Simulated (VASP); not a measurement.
# A VASP study of GePt (r2SCAN): structure first, properties next, part 5 of 5

Aim: relax GePt, then compute properties on the relaxed cell. The start is a cell from a database of measured crystal structures.

VASP 6.6.1; r2SCAN; plane waves and PAW (Ge_d, Pt).

Still holding for the runs below: Spin-orbit coupling is off here; with elements this heavy it splits and shifts levels by tenths of an eV or more.

So far. Step 6 (Total and projected DOS (r2SCAN)): The finer mesh and the other smearing move the Fermi level by +0.04 eV from the 5×7×5 run, a small shift, which tests the Fermi level alone. Of the states within 0.3 eV of the Fermi level, the largest shares in the PAW spheres are Pt d 49 %, Ge p 14 % and Ge s 9 %. The rest lies in smaller channels or between the spheres. The relaxed cell has a, b, c = 5.760, 3.724, 6.122 Å (conventional setting).

## (8) Independent-particle dielectric function (r2SCAN)

LOPTICS sums transitions from filled to empty bands. The mesh is finer than in the run before. NBANDS is raised for it.

INCAR

```
SYSTEM = GePt
PREC = Accurate
ENCUT = 410
EDIFF = 1E-06
NELM = 100
ISMEAR = 0
SIGMA = 0.05
LREAL = .FALSE.
ALGO = Normal
METAGGA = R2SCAN
LASPH = .TRUE.
NBANDS = 112
LORBIT = 11
LWAVE = .FALSE.
LCHARG = .FALSE.
KPAR = 4
LOPTICS = .TRUE.
NEDOS = 1500
CSHIFT = 0.1
```

POSCAR

```
GePt
1.0
    5.7597635835      0.0000000000      0.0000000000
    0.0000000000      3.7237183874      0.0000000000
    0.0000000000      0.0000000000      6.1216618447
Ge Pt
4 4
Direct
    0.1870131780      0.2500000000      0.5878598857
    0.3129868220      0.7500000000      0.0878598857
    0.6870131780      0.2500000000      0.9121401143
    0.8129868220      0.7500000000      0.4121401143
    0.9973084321      0.2500000000      0.1936115873
    0.5026915679      0.7500000000      0.6936115873
    0.4973084321      0.2500000000      0.3063884127
    0.0026915679      0.7500000000      0.8063884127
```

KPOINTS

```
Automatic mesh
0
Gamma
7 11 7
0 0 0
```

The projector-augmented-wave data sets are Ge_d and Pt (PBE family, release 64).

Command:

```console
$ mpirun -np 4 vasp_std
```

Log:

```text
[... set-up lines as in an earlier step ...]
 entering main loop
       N       E                     dE             d eps       ncg     rms          rms(c)
DAV:   1     0.775026191783E+03    0.77503E+03   -0.27012E+04 33784   0.198E+03
DAV:   2    -0.106363945472E+03   -0.88139E+03   -0.76070E+03 21504   0.583E+02
DAV:   3    -0.275498174104E+03   -0.16913E+03   -0.16188E+03 23376   0.127E+02
DAV:   4    -0.284286280007E+03   -0.87881E+01   -0.87284E+01 24872   0.320E+01
DAV:   5    -0.284476000588E+03   -0.18972E+00   -0.18961E+00 26432   0.464E+00    0.217E+01
DAV:   6    -0.265647317882E+03    0.18829E+02   -0.48200E+00 24136   0.109E+01    0.108E+01
DAV:   7    -0.265330388553E+03    0.31693E+00   -0.51106E-01 28464   0.451E+00    0.609E+00
DAV:   8    -0.265329020535E+03    0.13680E-02   -0.86076E-02 25384   0.101E+00    0.103E+00
DAV:   9    -0.265319272419E+03    0.97481E-02   -0.15926E-02 29552   0.716E-01    0.184E-01
DAV:  10    -0.265320150981E+03   -0.87856E-03   -0.31788E-03 27496   0.222E-01    0.123E-01
DAV:  11    -0.265320051666E+03    0.99315E-04   -0.15897E-04 24640   0.477E-02    0.506E-02
DAV:  12    -0.265320001501E+03    0.50165E-04   -0.23263E-05 23872   0.207E-02    0.666E-03
DAV:  13    -0.265320001361E+03    0.13969E-06   -0.47938E-06 26504   0.690E-03
   1 F= -.26532000E+03 E0= -.26531837E+03  d E =-.325695E-02
 optical routines
 imaginary and real dielectric function
 direction            1
 direction            2
 direction            3
```

It took 14 min on 4 MPI ranks of AMD EPYC 7R43, shared host; peak memory 5.9 GiB; 55 min of CPU time.

OUTCAR, selected parts (step 8):

```text
   k-points           NKPTS =     96   k-points in BZ     NKDIM =     96   number of bands    NBANDS=    112

   NELECT =      96.0000    total number of electrons

 E-fermi :   9.4665

 k-point     1 :       0.0000    0.0000    0.0000
  band No.  band energies     occupation
    ...
     44       6.5876      2.00000
     45       6.7898      2.00000
     46       7.8485      2.00000
     47       7.8810      2.00000
     48       8.4132      2.00000
     49      10.1583      0.00000
     50      10.4565      0.00000
     51      12.4706      0.00000
     52      12.8487      0.00000
     53      12.9436      0.00000
    ...

  Total        0.1502895     -0.1298705     -0.2677153      0.0000000      0.0000000      0.0000000
  in kB        1.8339534     -1.5847850     -3.2668787      0.0000000      0.0000000      0.0000000
  external PRESSURE =      -1.0059034 kB  Pullay stress =       0.0000000 kB

 POSITION                                       TOTAL-FORCE (eV/Angst)
 -----------------------------------------------------------------------------------
      1.07715      0.93093      3.59868        -0.012697     -0.000000     -0.005340
      1.80273      2.79279      0.53785         0.012697      0.000000     -0.005340
      3.95703      0.93093      5.58381        -0.012697     -0.000000      0.005340
      4.68261      2.79279      2.52298         0.012697      0.000000      0.005340
      5.74426      0.93093      1.18522         0.005465     -0.000000     -0.008681
      2.89538      2.79279      4.24606        -0.005465      0.000000     -0.008681
      2.86438      0.93093      1.87561         0.005465     -0.000000      0.008681
      0.01550      2.79279      4.93644        -0.005465      0.000000      0.008681
 -----------------------------------------------------------------------------------
    total drift:                               -0.000000     -0.000000     -0.000000

  FREE ENERGIE OF THE ION-ELECTRON SYSTEM (eV)
  ---------------------------------------------------
  free  energy   TOTEN  =      -265.3200013613 eV

  energy  without entropy=     -265.3167444118  energy(sigma->0) =     -265.31837289

 plasma frequency squared (from intraband transitions) (eV^2)
  --------------------------------------------------------------------------------------
      28.244       0.000       0.000
       0.000      17.257       0.000
       0.000       0.000      19.773

[... 8 parts as in an earlier step ...]

[... 8 further parts left out ...]
```

These are independent-particle spectra without excitons or local fields, and fine structure depends on the mesh and on CSHIFT. The intraband (Drude) part is not in this spectrum.

This step gave:

```
SCF cycles              : 13
bands                   : 112
irreducible k-points    : 96
free energy (TOTEN)     : -265.3200 eV
energy at zero smearing : -265.3184 eV
Fermi energy            : 9.466 eV
pressure                : -0.1006 GPa
```

The imaginary dielectric function has structure finer than the step of the table below, so its rows give means over 0.5 eV, whole bins alone (the curve runs from 0 to 25.0 eV). Peaks (eV: height): xx 0.69: 32.3, 2.38: 21.2; yy 0.96: 39.4, 2.38: 25.8; zz 0.46: 34.5, 2.56: 21.9.

Table of imaginary dielectric function by photon energy; means over each step:

```
photon energy (eV)     xx     yy     zz
               0.5   21.8   20.4   26.8
               1.0   23.3   34.8   20.3
               1.5   19.4   21.9   13.6
               2.0   18.0   22.5   17.0
               2.5   19.9   22.6   19.8
               3.0   17.8   15.0   14.9
               3.5   16.5   11.6   12.5
               4.0   13.0   9.27   12.4
               4.5   12.0   9.07   14.7
               5.0   10.6   8.95   13.3
               5.5   9.66   8.98   10.8
               6.0   9.39   8.82   9.63
               6.5   8.11   8.00   8.54
               7.0   7.03   7.12   7.20
               7.5   5.74   6.23   6.30
               8.0   5.25   5.13   5.47
               8.5   4.63   4.47   4.84
               9.0   3.91   3.81   4.09
               9.5   3.54   3.59   3.56
              10.0   3.22   3.54   3.14
              10.5   3.11   3.26   2.95
              11.0   2.94   3.15   2.80
              11.5   2.81   2.89   2.73
              12.0   2.60   2.56   2.44
              12.5   2.27   2.49   2.36
              13.0   2.05   2.05   2.26
              13.5   2.01   1.88   2.24
              14.0   1.90   1.86   2.10
              14.5   1.76   1.77   1.96
              15.0   1.53   1.67   1.66
              15.5   1.51   1.65   1.46
              16.0   1.44   1.46   1.34
              16.5   1.37   1.30   1.21
              17.0   1.22   1.17   1.10
              17.5   1.16   1.13  0.986
              18.0   1.08   1.04  0.928
              18.5   1.15   1.06  0.936
              19.0   1.14   1.00  0.943
              19.5   1.06  0.934  0.931
              20.0   1.01  0.995  0.889
              20.5  0.916  0.913  0.853
              21.0  0.901  0.858  0.838
              21.5  0.862  0.807  0.778
              22.0  0.852  0.782  0.745
              22.5  0.787  0.779  0.704
              23.0  0.736  0.758  0.705
              23.5  0.680  0.705  0.701
              24.0  0.639  0.664  0.678
              24.5  0.596  0.632  0.685
```

Table of real dielectric function by photon energy:

```
photon energy (eV)       xx        yy       zz
                 0     47.2      48.0     46.7
                 1     18.1      21.6     16.4
                 2     11.4      11.5     12.6
                 3     5.65   -0.0532     4.08
                 4     1.29      1.18     5.60
                 5   0.0665      1.69   -0.382
                 6    -1.42     0.133    -1.49
                 7    -2.59     -1.27    -2.47
                 8    -1.93     -1.82    -2.29
                 9    -1.83     -1.34    -2.23
                10    -1.22    -0.879    -1.47
                11   -0.955    -0.929    -1.11
                12    -1.08    -0.899   -0.931
                13   -0.751    -0.941   -0.791
                14   -0.715    -0.609   -0.820
                15   -0.611    -0.505   -0.953
                16   -0.462    -0.592   -0.695
                17   -0.397    -0.365   -0.521
                18   -0.179    -0.221   -0.250
                19   -0.154    -0.111   -0.103
                20   -0.170  -0.00284  -0.0539
                21  -0.0487   -0.0144  0.00646
                22  -0.0654    0.0622   0.0403
                23  -0.0180     0.103    0.145
                24   0.0508     0.118    0.141
```

## (9) Results

| Quantity | Value |
| --- | --- |
| relaxed volume | 16.41 Å³/atom |
| relaxed conventional cell a, b, c | 5.760, 3.724, 6.122 Å |
| space group after relaxing, within 0.02 Å | Pnma (No. 62) |
| band gap | none, a metal |
| DOS at the Fermi level | 1.72 states/eV/cell |
| highest zone-centre mode | 255 cm⁻¹ |

**Reading.** With r2SCAN, GePt relaxes to 16.41 Å³/atom in space group Pnma (held by the symmetry of the run) and comes out as a metal. Against the listed cell the volume lies +2.1 % (a +0.7 %, b +0.7 %, c +0.6 %). Bands along the symmetry lines (r2SCAN): Of the bands kept, 4 cross the Fermi level on this path. Zone-centre phonons (r2SCAN): The highest mode in this list at Γ, 254.5 cm⁻¹, is mostly motion of Ge (92 % of the kinetic energy). Spin-orbit coupling is left out, and with elements this heavy it would split and shift bands near the Fermi level. The k-sampling is coarse for a metal, so the Fermi level, pressures and the shape of the cell carry errors. Modes at Γ alone can't show that the crystal is stable at other wave vectors. No search among competing phases was made, and a listed structure need not be the one stable at ambient conditions. All values are for a static lattice at zero temperature.

[Lines on the potential files, build, host, timing and source positions are cut from VASP's logs without a mark.]

[Logs are printed without paths, hosts, clocks, repeated set-up lines and the standing remarks that a program may print on its own settings, such as how far it seeks lower states.]

[Hosts, paths, dates, database ids (printed as entryN), source tags and the programs' standing remarks are cut or masked in the printed files.]

[A measured line is paired with the nearest computed mode of its activity, which favours agreement.]
